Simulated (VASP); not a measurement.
Output of a VASP run:

OSZICAR:
```
       N       E                     dE             d eps       ncg     rms          rms(c)
DAV:   1     0.986942091010E+02    0.98694E+02   -0.67811E+03   754   0.119E+03
DAV:   2     0.585117498557E+00   -0.98109E+02   -0.92382E+02   759   0.244E+02
DAV:   3    -0.556214335098E+01   -0.61473E+01   -0.60531E+01  1029   0.717E+01
DAV:   4    -0.576908247085E+01   -0.20694E+00   -0.20681E+00   937   0.124E+01
DAV:   5    -0.577524451714E+01   -0.61620E-02   -0.61618E-02  1071   0.206E+00    0.520E+00
RMM:   6    -0.566254428359E+01    0.11270E+00   -0.29235E+00   759   0.308E+01    0.325E+00
RMM:   7    -0.555945460604E+01    0.10309E+00   -0.65285E-01   779   0.165E+01    0.166E+00
RMM:   8    -0.556221969079E+01   -0.27651E-02   -0.54038E-02   890   0.191E+00    0.137E-01
RMM:   9    -0.556250691537E+01   -0.28722E-03   -0.43170E-03   841   0.669E-01    0.518E-02
RMM:  10    -0.556265831306E+01   -0.15140E-03   -0.11463E-03   967   0.272E-01    0.297E-02
RMM:  11    -0.556267867504E+01   -0.20362E-04   -0.93415E-05   690   0.943E-02    0.113E-02
RMM:  12    -0.556268031250E+01   -0.16375E-05   -0.18127E-05   518   0.704E-02
   1 F= -.55626803E+01 E0= -.55626803E+01  d E =-.556268E+01
```

**OUTCAR**
```
------------------------ aborting loop because EDIFF is reached ----------------------------------------
  FORCE on cell =-STRESS in cart. coord.  units (eV):
  Direction    XX          YY          ZZ          XY          YZ          ZX
  --------------------------------------------------------------------------------------
  Total       -0.0088887     -0.0088887     -0.0088887      0.0000000      0.0000000      0.0000000
  in kB       -0.2537926     -0.2537926     -0.2537926      0.0000000      0.0000000      0.0000000
  external PRESSURE =      -0.2537926 kB  Pullay stress =       0.0000000 kB
  volume of cell :       56.11
      direct lattice vectors                 reciprocal lattice vectors
     0.000000000  3.038639891  3.038639891    -0.164547303  0.164547303  0.164547303
     3.038639891  0.000000000  3.038639891     0.164547303 -0.164547303  0.164547303
     3.038639891  3.038639891  0.000000000     0.164547303  0.164547303 -0.164547303
  FREE ENERGIE OF THE ION-ELECTRON SYSTEM (eV)
  ---------------------------------------------------
  free  energy   TOTEN  =        -5.5626803125 eV

  energy  without entropy=       -5.5626803125  energy(sigma->0) =       -5.56268031

 reached required accuracy - stopping structural energy minimisation
```
(Selected blocks of OUTCAR.)

**POSCAR**
```
CuI
1
    0.0000000000     3.0386398908     3.0386398908
    3.0386398908     0.0000000000     3.0386398908
    3.0386398908     3.0386398908     0.0000000000
Cu I
1 1
Direct
  0.0000000000   0.0000000000   0.0000000000
  0.7500000000   0.7500000000   0.7500000000
```

**Question.** Reconstruct the remaining input files.

**Answer.** This is not unique; one that fits is the input of the run itself, PBE GGA, plane waves, VASP's PBE PAW potentials (set 64).

File KPOINTS:
```
Automatic mesh
0
Gamma
8 8 8
0 0 0
```

**INCAR**
```
! general
SYSTEM  = CuI
PREC    = Normal
ENCUT   = 400   ! plane-wave cut-off (eV)
LREAL   = .FALSE.
LASPH   = .TRUE.   ! aspherical one-centre terms

! electronic loop
EDIFF   = 1E-5
NELM    = 100
NELMIN  = 4
ALGO    = Fast
LMAXMIX = 4   ! l cut-off of mixed one-centre charges

! smearing
ISMEAR  = 0
SIGMA   = 0.05   ! width (eV)

! functional
GGA     = PE   ! PBE

! ions
IBRION  = 2   ! conjugate gradients
NSW     = 20   ! most ionic steps
ISIF    = 2   ! forces and stress, cell fixed
EDIFFG  = -0.03   ! ionic stop

! output
LWAVE   = .FALSE.
LCHARG  = .FALSE.
```

POTCAR, in this order: Cu I (PBE.64 set). Program: vasp_std.

The compound is CuI in the zinc blende structure. It was relaxed first.
